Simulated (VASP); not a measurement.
Data:

```
CsCl
1.0
    4.02491     0.00000     0.00000
    0.00000     4.02491     0.00000
    0.00000     0.00000     4.02491
Cs Cl
1 1
Cartesian
  0.00000   0.00000   0.00000
  2.01245   2.01245   2.01245
```

Level of theory: r2SCAN meta-GGA, VASP's PBE PAW potentials (set 64) (plane waves; VASP). Settings: 480 eV cut-off, 6×6×6 Γ-centred mesh, Gaussian smearing of 0.050 eV, potentials Cs_sv Cl.

Unless said otherwise, spin-orbit coupling is left out, though it shifts the bands of the heavy elements here.

Problem. Predict the energy per atom (σ→0), pressure, band gap (on the k-mesh) with the smallest direct gap where there is one.

Solution. 
```json
{
 "band gap (on the k-mesh)": "5.81 eV",
 "smallest direct gap (on the k-mesh)": "5.81 eV",
 "energy per atom (σ→0)": "-17.744 eV/atom",
 "pressure": "1.96 GPa"
}
```

The compound is CsCl in the CsCl type structure. It was relaxed first under an external pressure of 2 GPa.
